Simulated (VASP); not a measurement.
A run of VASP 6.6.1 is set up as follows.

File INCAR:

```
SYSTEM = MgCd2S3
  PREC = Normal
  ENCUT = 520
  EDIFF = 1E-4
  ISMEAR = 0
  SIGMA = 0.15
  LREAL = .False.
  LASPH = .True.
  NELM = 60
  ALGO = Fast
  ISIF = 3
  LWAVE = .False.
  LCHARG = .False.
  GGA = PE
  IBRION = 2
  NSW = 24
  EDIFFG = -0.08
```

Contents of KPOINTS:

```
Automatic mesh
0
Gamma
  4 4 2
  0 0 0
```

File POSCAR:

```
MgCd2S3
1.0
    4.0800000000      0.0000000000      0.0000000000
   -2.0400000000      3.5333836500      0.0000000000
    0.0000000000      0.0000000000     10.0000000000
Mg Cd S
1 2 3
Direct
    0.0000000000      0.0000000000      0.0000000000
    0.3333333300      0.6666666700      0.3333000000
    0.6666666700      0.3333333300      0.6667000000
    0.0000000000      0.0000000000      0.2500000000
    0.6666666700      0.3333333300      0.9167000000
    0.3333333300      0.6666666700      0.5833000000
```

Potentials or basis: VASP PAW PBE potentials, release 64 (Mg, Cd, S).

The run is started by

```bash
$ cat potpaw_PBE.64/Mg/POTCAR potpaw_PBE.64/Cd/POTCAR potpaw_PBE.64/S/POTCAR > POTCAR
$ mpirun -np 1 vasp_std > vasp.out
```

**Question.** Predict the relaxed cell.

**Answer.** a = 4.146 Å, b = 4.146 Å, c = 10.118 Å, α = 90.00°, β = 90.00°, γ = 120.00°.

**Question.** Estimate the space group after relaxing (to 0.05 Å).

**Answer.** P3m1 (No. 156).

Step by step:
| step | energy change (eV) | largest force (eV/Å) | pressure (GPa) | volume (Å³) |
| --- | --- | --- | --- | --- |
| 1 | 0.0000 | 0.7064 | 2.98 | 144.16 |
| 2 | -0.0912 | 0.3018 | -1.04 | 153.68 |
| 3 | -0.0934 | 0.3511 | -0.30 | 152.15 |
| 4 | -0.0934 | 0.3497 | -0.35 | 152.33 |
| 5 | -0.1067 | 0.2463 | -0.14 | 151.72 |
| 6 | -0.1176 | 0.2185 | 0.21 | 150.17 |
| 7 | -0.1182 | 0.2404 | 0.23 | 150.38 |
| 8 | -0.1232 | 0.0955 | -0.14 | 151.03 |
| 9 | -0.1233 | 0.0887 | -0.03 | 151.08 |
| 10 | -0.1234 | 0.0939 | -0.13 | 151.19 |
| 11 | -0.1234 | 0.1180 | -0.26 | 151.13 |
| 12 | -0.1234 | 0.0913 | -0.12 | 151.16 |
| 13 | -0.1245 | 0.0091 | -0.10 | 150.63 |

Caveat: the k mesh is coarse (spacing up to 0.44 Å⁻¹), so the values aren't converged; the relaxation stopped at a loose force limit of 0.08 eV/Å, so its end isn't a converged minimum.
